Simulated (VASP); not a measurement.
# Be2Ge (Fm-3m) in VASP: notebook

The runs below take Be2Ge through single point, relaxation of cell and atoms, with PBE.

Everything below comes from runs of VASP 6.6.1. Logs are shortened: lines on timing, memory, paths and dates and some standing lists are left out, and cuts for length are marked.

### 1 The structure

It takes space group Fm-3m (No. 225, cubic). The conventional cell has a = 5.371 Å, b = 5.371 Å, c = 5.371 Å, α = 90.00°, β = 90.00°, γ = 90.00°. Around Be (site symmetry -43m) lie 4 Ge at 2.33 Å. Ge (site symmetry m-3m) has 8 Be at 2.33 Å as nearest neighbours.

The cell comes from a database or a generator and needn't be the stable form of this composition.

### 2 Single point, PBE

File INCAR:

```
SYSTEM = Be2Ge
PREC = Accurate
ENCUT = 520
EDIFF = 1E-7
ISMEAR = 0
SIGMA = 0.1
LREAL = .False.
LASPH = .True.
NELM = 100
ALGO = Normal
ISIF = 2
LWAVE = .False.
LCHARG = .True.
GGA = PE
LELF = .True.
LVHAR = .True.
NBANDS = 16
```

File KPOINTS:

```
regular mesh
0
Gamma
  14 14 14
  0 0 0
```

File POSCAR:

```
Be2Ge
1.0
    0.0000000000      2.6854926971      2.6854926971
    2.6854926971      0.0000000000      2.6854926971
    2.6854926971      2.6854926971      0.0000000000
Be Ge
2 1
Direct
    0.7500000000      0.7500000000      0.7500000000
    0.2500000000      0.2500000000      0.2500000000
    0.0000000000      0.0000000000      0.0000000000
```

Potentials or basis: VASP PAW PBE potentials, release 64 (Be, Ge_d).

Launch:

```bash
> cat potpaw_PBE.64/Be/POTCAR potpaw_PBE.64/Ge_d/POTCAR > POTCAR
> mpirun -np 1 vasp_std > vasp.out
```

OUTCAR:

```text
SYSTEM = Be2Ge
   PREC = Accurate
   ENCUT = 520
   EDIFF = 1E-7
   ISMEAR = 0
   LREAL = .False.
   LASPH = .True.
   NELM = 100
   ISIF = 2
   GGA = PE

 ion  position               nearest neighbor table
   1  0.750  0.750  0.750-   3 2.33   3 2.33   3 2.33   3 2.33
   2  0.250  0.250  0.250-   3 2.33   3 2.33   3 2.33   3 2.33
   3  0.000  0.000  0.000-   1 2.33   2 2.33   1 2.33   1 2.33   1 2.33   2 2.33   2 2.33   2 2.33

  LATTYP: Found a face centered cubic cell.
 ALAT       =     5.3709853942

  Lattice vectors:

 A1 = (   0.0000000000,   2.6854926971,   2.6854926971)
 A2 = (   2.6854926971,   0.0000000000,   2.6854926971)
 A3 = (   2.6854926971,   2.6854926971,   0.0000000000)

Analysis of symmetry for initial positions (statically):
=====================================================================
 Subroutine PRICEL returns:
 Original cell was already a primitive cell.

 Routine SETGRP: Setting up the symmetry group for a
 face centered cubic supercell.

 Subroutine GETGRP returns: Found 48 space group operations
 (whereof 48 operations were pure point group operations)
 out of a pool of 48 trial point group operations.

The static configuration has the point symmetry O_h .

Analysis of symmetry for dynamics (positions and initial velocities):
=====================================================================
 Subroutine PRICEL returns:
 Original cell was already a primitive cell.

 Routine SETGRP: Setting up the symmetry group for a
 face centered cubic supercell.

 Subroutine GETGRP returns: Found 48 space group operations
 (whereof 48 operations were pure point group operations)
 out of a pool of 48 trial point group operations.

The dynamic configuration has the point symmetry O_h .

 Subroutine INISYM returns: Found 48 space group operations
 (whereof 48 operations are pure point group operations),
 and found     1 'primitive' translations

----------------------------------------------------------------------------------------

                                     Primitive cell

  volume of cell :      38.7349

  direct lattice vectors                    reciprocal lattice vectors
     0.000000000  2.685492697  2.685492697    -0.186185574  0.186185574  0.186185574
     2.685492697  0.000000000  2.685492697     0.186185574 -0.186185574  0.186185574
     2.685492697  2.685492697  0.000000000     0.186185574  0.186185574 -0.186185574

  length of vectors
     3.797860194  3.797860194  3.797860194     0.322482874  0.322482874  0.322482874

  position of ions in fractional coordinates (direct lattice)
     0.750000000  0.750000000  0.750000000
     0.250000000  0.250000000  0.250000000
     0.000000000  0.000000000  0.000000000

  ion indices of the primitive-cell ions
   primitive index   ion index
                 1           1
                 2           2
                 3           3

----------------------------------------------------------------------------------------

 KPOINTS: regular mesh

Automatic generation of k-mesh.
 Grid dimensions read from file:
 generate k-points for:   14   14   14

 Generating k-lattice:

  Cartesian coordinates                     Fractional coordinates (reciprocal lattice)
    -0.013298970  0.013298970  0.013298970     0.071428571  0.000000000  0.000000000
     0.013298970 -0.013298970  0.013298970     0.000000000  0.071428571  0.000000000
     0.013298970  0.013298970 -0.013298970     0.000000000  0.000000000  0.071428571

  Length of vectors
     0.023034491  0.023034491  0.023034491

  Shift w.r.t. Gamma in fractional coordinates (k-lattice)
     0.000000000  0.000000000  0.000000000

 Subroutine IBZKPT returns following result:
 ===========================================

 Found    104 irreducible k-points:

 Following reciprocal coordinates:
            Coordinates               Weight
  0.000000  0.000000  0.000000      1.000000
  0.071429  0.000000  0.000000      8.000000
  0.142857  0.000000  0.000000      8.000000
  0.214286  0.000000  0.000000      8.000000
  0.285714  0.000000  0.000000      8.000000
  0.357143  0.000000  0.000000      8.000000
[... 16 lines left out ...]
  0.214286  0.142857  0.000000     24.000000
  0.285714  0.142857  0.000000     24.000000
 [... further k-points ...]
   k-points           NKPTS =    104   k-points in BZ     NKDIM =    104   number of bands    NBANDS=     16
   number of dos      NEDOS =    301   number of ions     NIONS =      3
   total plane-waves  NPLWV =  21952
   dimension x,y,z NGX =    28 NGY =   28 NGZ =   28
   dimension x,y,z NGXF=    56 NGYF=   56 NGZF=   56
   ions per type =               2   1
   NGX,Y,Z   is equivalent  to a cutoff of  12.26, 12.26, 12.26 a.u.
   NGXF,Y,Z  is equivalent  to a cutoff of  24.51, 24.51, 24.51 a.u.
 SYSTEM =  Be2Ge
   PREC   = accura    normal or accurate (medium, high low for compatibility)
   ISTART =      0    job   : 0-new  1-cont  2-samecut
   ICHARG =      2    charge: 1-file 2-atom 10-const
   ISPIN  =      1    spin polarized calculation?
   LNONCOLLINEAR =      F non collinear calculations
   LSORBIT =      F    spin-orbit coupling
   LASPH  =      T    aspherical Exc in radial PAW
   ENCUT  =  520.0 eV  38.22 Ry    6.18 a.u.   7.06  7.06  7.06*2*pi/ulx,y,z
   NELM   =    100;   NELMIN=  2; NELMDL= -5     # of ELM steps
   EDIFF  = 0.1E-06   stopping-criterion for ELM
   LREAL  =      F    real-space projection
   EDIFFG = 0.1E-05   stopping-criterion for IOM
   NSW    =      0    number of steps for IOM
   IBRION =     -1    ionic relax: 0-MD 1-quasi-New 2-CG
   NFREE  =      0    steps in history (QN), initial steepest desc. (CG)
   ISIF   =      2    stress and relaxation
   ISYM   =      2    0-nonsym 1-usesym 2-fastsym
   POTIM  = 0.5000    time-step for ionic-motion
   TEBEG  =    0.0;   TEEND  =   0.0 temperature during run
   PSTRESS=    0.0 pullay stress
   NELECT =      18.0000    total number of electrons
   NUPDOWN=      -1.0000    fix difference up-down
   EMIN   =  10.00;   EMAX   =-10.00  energy-range for DOS
   EFERMI =   0.00;   METHOD = LEGACY
   ISMEAR =     0;   SIGMA  =   0.10  broadening in eV -4-tet -1-fermi 0-gaus
   EFERMI_NEDOS =   21; number of points for ismear=-14 and -15
   IALGO  =     38    algorithm
   IMIX   =      4    mixing-type and parameters
     AMIX     =   0.40;   BMIX     =  1.00
     AMIX_MAG =   1.60;   BMIX_MAG =  1.00
  volume/ion in A,a.u.               =      12.91        87.13
  Fermi-wavevector in a.u.,A,eV,Ry     =   1.268036  2.396241 21.877027  1.607916
  Thomas-Fermi vector in A             =   2.401152
   LORBIT       =      0    0 simple, 1 ext, 2 COOP (PROOUT), +10 PAW based schemes
   GGA     = PE    functional components
   LHFCALC =     F    Hartree Fock is set to
   AEXX    =    0.0000 exact exchange contribution
   IVDW    =     0    specifies the selected vdW correction
   LEPSILON=     F    determine dielectric tensor
   LRPA    =     F    only Hartree local field effects (RPA)
 non-spin polarized calculation
 Gauss-broadening in eV      SIGMA  =   0.10
  energy-cutoff  :      520.00
  volume of cell :       38.73
 maximum number of plane-waves:      1056
   NGX = 15   NGY = 15   NGZ = 15

 number of electron      17.9999991 magnetization

 Free energy of the ion-electron system (eV)
  ---------------------------------------------------
  ext. energy  EPLUGINS =         0.00000000
  ---------------------------------------------------
  free energy    TOTEN  =       -11.29312172 eV

  energy without entropy =      -11.29149585  energy(sigma->0) =      -11.29230879

 E-fermi :   6.5173     XC(G=0): -10.3535

 val. band max:        6.5002723127   @ k =   0.0714   0.0000   0.0000
 cond. band min:       6.5231173112   @ k =   0.5000   0.4286   0.0000
 fundamental gap:      0.0228449985
 Fermi energy:         6.5172598705

 k-point     1 :       0.0000    0.0000    0.0000
  band No.  band energies     occupation
      1     -18.3090      2.00000
      2     -18.3090      2.00000
      3     -18.3090      2.00000
      4     -18.2626      2.00000
      5     -18.2626      2.00000
      6      -6.2414      2.00000
[... 8 lines left out ...]
     15      13.2050      0.00000
     16      13.2050      0.00000

 k-point     2 :       0.0714    0.0000    0.0000
  band No.  band energies     occupation
      1     -18.3087      2.00000
      2     -18.3085      2.00000
      3     -18.3085      2.00000
      4     -18.2626      2.00000
      5     -18.2626      2.00000
      6      -6.1776      2.00000
[... 8 lines left out ...]
     15      12.9011      0.00000
     16      12.9011      0.00000

 k-point     3 :       0.1429    0.0000    0.0000
  band No.  band energies     occupation
      1     -18.3078      2.00000
      2     -18.3071      2.00000
      3     -18.3071      2.00000
      4     -18.2625      2.00000
      5     -18.2625      2.00000
      6      -5.9873      2.00000
[... 8 lines left out ...]
     15      12.5048      0.00000
     16      12.9913      0.00000

 k-point     4 :       0.2143    0.0000    0.0000
  band No.  band energies     occupation
      1     -18.3066      2.00000
      2     -18.3052      2.00000
      3     -18.3052      2.00000
      4     -18.2624      2.00000
      5     -18.2624      2.00000
      6      -5.6758      2.00000
[... 8 lines left out ...]
     15      12.5533      0.00000
     16      13.3413      0.00000
[... 324 lines left out ...]
 k-point    22 :       0.1429    0.1429    0.0000
  band No.  band energies     occupation
      1     -18.3095      2.00000
      2     -18.3053      2.00000
      3     -18.3053      2.00000
      4     -18.2639      2.00000
      5     -18.2613      2.00000
      6      -5.9024      2.00000
[... 8 lines left out ...]
     15      13.3628      0.00000
     16      14.0045      0.00000

 k-point    23 :       0.2143    0.1429    0.0000
  band No.  band energies     occupation
      1     -18.3094      2.00000
      2     -18.3035      2.00000
      3     -18.3034      2.00000
      4     -18.2645      2.00000
      5     -18.2607      2.00000
      6      -5.6728      2.00000
[... 8 lines left out ...]
     15      13.9816      0.00000
     16      14.2089      0.00000

 k-point    24 :       0.2857    0.1429    0.0000
  band No.  band energies     occupation
      1     -18.3084      2.00000
      2     -18.3017      2.00000
      3     -18.3014      2.00000
      4     -18.2647      2.00000
      5     -18.2603      2.00000
      6      -5.3269      2.00000
[... 8 lines left out ...]
     15      14.5769      0.00000
     16      14.6840      0.00000

 [... further k-points ...]

------------------------ aborting loop because EDIFF is reached ----------------------------------------

  FORCE on cell =-STRESS in cart. coord.  units (eV):
  Direction    XX          YY          ZZ          XY          YZ          ZX
  --------------------------------------------------------------------------------------
  -------------------------------------------------------------------------------------
  Total        0.0218482      0.0218482      0.0218482     -0.0000000     -0.0000000     -0.0000000
  in kB        0.9037017      0.9037017      0.9037017     -0.0000000     -0.0000000     -0.0000000
  external PRESSURE =       0.9037017 kB  Pullay stress =       0.0000000 kB

 VOLUME and BASIS-vectors are now :
 -----------------------------------------------------------------------------
  energy-cutoff  :      520.00
  volume of cell :       38.73
      direct lattice vectors                 reciprocal lattice vectors
     0.000000000  2.685492697  2.685492697    -0.186185574  0.186185574  0.186185574
     2.685492697  0.000000000  2.685492697     0.186185574 -0.186185574  0.186185574
     2.685492697  2.685492697  0.000000000     0.186185574  0.186185574 -0.186185574

 POSITION                                       TOTAL-FORCE (eV/Angst)
 -----------------------------------------------------------------------------------
      4.02824      4.02824      4.02824        -0.000000     -0.000000     -0.000000
      1.34275      1.34275      1.34275         0.000000      0.000000      0.000000
      0.00000      0.00000      0.00000         0.000000      0.000000      0.000000
 -----------------------------------------------------------------------------------
    total drift:                               -0.000000     -0.000000      0.000000

  FREE ENERGIE OF THE ION-ELECTRON SYSTEM (eV)
  ---------------------------------------------------
  free  energy   TOTEN  =       -11.2931217208 eV

  energy  without entropy=      -11.2914958501  energy(sigma->0) =      -11.29230879
```

Run time: 46 s. Hardware: 1 thread of Intel Xeon Platinum 8488C (Sapphire Rapids), shared host; peak memory 0.19 GiB.

What came out:

```yaml
Free_energy: -11.2931 eV
Pressure: 0.1 GPa
Band_gap_on_the_k_mesh: none (metal or under the smearing width)
```

[end of part 1 of 3]
